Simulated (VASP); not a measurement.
VASP ran on this input.

KPOINTS:
```
Automatic mesh
0
Gamma
10 10 10
0 0 0
```

### POSCAR
```
LiH
1.0
  0.0000000000   2.0400000000   2.0400000000
  2.0400000000   0.0000000000   2.0400000000
  2.0400000000   2.0400000000   0.0000000000
Li H
1 1
Cartesian
  0.0000000000   0.0000000000   0.0000000000
  2.0400000000   2.0400000000   2.0400000000
```

**INCAR**
```
ALGO = Normal   # blocked Davidson
EDIFFG = -0.01   # ionic stop
LWAVE = F
SYSTEM = LiH
LCHARG = F
ENCUT = 520   # plane-wave cut-off (eV)
LREAL = F   # projection in real space or not
ISMEAR = 0
EDIFF = 1E-6
NSW = 60   # most ionic steps
PREC = Accurate
NELM = 100
LASPH = T   # aspherical one-centre terms
SIGMA = 0.05   # width (eV)
IBRION = 2   # conjugate gradients
IVDW = 12
ISIF = 3
GGA = PE   # PBE
```

POTCAR, in this order: Li_sv H (PBE.64 set). Program: vasp_std.

### Question
Write an equivalent input for Ansatz.

### Answer
One equivalent input (not run):
Ansatz 0.2 input:
```yaml
crystal:
  lattice:
    - [0.0000000, 2.0400000, 2.0400000]
    - [2.0400000, 0.0000000, 2.0400000]
    - [2.0400000, 2.0400000, 0.0000000]
  atoms:
    - { symbol: Li, position: [0.0000000, 0.0000000, 0.0000000] }
    - { symbol: H, position: [0.5000000, 0.5000000, 0.5000000] }
kpoints:
  mp_grid: { grid: [10, 10, 10] }
hamiltonian:
  xc: pbe
  dispersion: d3bj
  pseudopotentials: { kind: paw }
scf:
  occupations: { method: gaussian, width: 0.05 }
  max_iter: 100
relax:
  max_steps: 60
  f_tol: 0.01
  cell: {}
output: { forces: true, stress: true, eigenvalues: true }
```
What does not carry over: each code has its own PAW files, so the cut-off isn't converted (ENCUT is set for VASP's; basis.ecutwfc is left out, and Ansatz then takes the one that its files recommend); Ansatz stops its SCF on the density residual and VASP on the energy change (EDIFF).

The compound is LiH in the rock salt structure. This run relaxes it. Symmetry was kept, so distortions that lower it aren't found.
